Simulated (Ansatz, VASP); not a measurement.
# HfMg6Mn in VASP and in Ansatz

```xyz
8
Lattice="4.9082 0.0000 0.0000 0.0000 3.0856 5.5593 0.0000 -3.0856 5.5593" Properties=species:S:1:pos:R:3 pbc="T T T"
Hf    2.4663   -0.0349    7.6541
Mn    0.0486   -0.0762    9.0173
Mg    2.4291    0.0098    1.8438
Mg    2.4632   -1.5983    4.6642
Mg    2.4674    1.6319    4.7473
Mg   -0.0225    0.0154    3.6151
Mg    0.0364   -1.5201    6.5163
Mg    0.0239    1.5365    6.4777
```

Change from the starting cell: atoms moved at random, drawn with an rms of 0.05 Å.

Alike in both runs: task single point; functional PBE; k mesh 6 × 5 × 5; occupations fermi-dirac, width 0.05 eV; collinear spin, ferromagnetic start.

|  | VASP | Ansatz |
| --- | --- | --- |
| version | VASP 6.6.1 | Ansatz 0.2.0 |
| potentials or method | VASP PAW PBE potentials, release 64 (Hf_pv, Mn_pv, Mg) | Ansatz PAW |
| plane-wave cutoff (eV) | 520 | 420 |
| valence electrons in the cell | 35 | 101 |

|  | VASP | Ansatz | Ansatz less VASP |
| --- | --- | --- | --- |
| gap on the k mesh at the Fermi level (eV) | none | none | - |
| pressure (GPa) | 0.3 | 0.4 | +0.12 |
| largest component of the traceless stress (GPa) | 0.44 | 0.43 | -0.014 |
| rms of the force components (eV/Å) | 0.160 | 0.161 | +0.0002 |
| net moment per atom (μB) | 0.35 | 0.35 | -0.001 |
| size of the moment on the site where the two differ most (μB) | 0.36 | 0.28 | -0.078 |

Site moments also hang on the region over which each program counts them. Atom by atom the forces differ by 0.002 eV/Å (rms over components). A gap of «none» marks a metal or a gap that the smearing closes. The two sets of potentials don't hold the same shells in valence.

The runs have no spin-orbit coupling, so splittings on Hf are missing.
